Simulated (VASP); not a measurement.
Input:

```yaml
crystal:
  lattice:
    - [3.03226, 0.00000, 0.00000]
    - [0.00000, 3.03226, 0.00000]
    - [0.00000, 0.00000, 3.03226]
  atoms:
    - { symbol: Rh, position: [0.00000, 0.00000, 0.00000] }
    - { symbol: Ge, position: [0.50000, 0.50000, 0.50000] }
```

Computed with PBEsol GGA, VASP's PBE PAW potentials (set 64) (plane waves; VASP). Run with 400 eV cut-off, Gaussian smearing of 0.050 eV, potentials Rh_pv Ge_d.

### Question
What does the run give for the band gap (along the path) with the smallest direct gap where there is one?

### Answer

```yaml
band gap (along the path): none (metal, semimetal or under 0.01 eV)
```

Total energies compare only between runs with the same potentials, cut-off and functional.

The structure was generated: GeRh was put into the CsCl type (Pm-3m), which need not be its known phase. It was relaxed first. The electron count is odd and the run is not spin-polarised, which forces a metal.
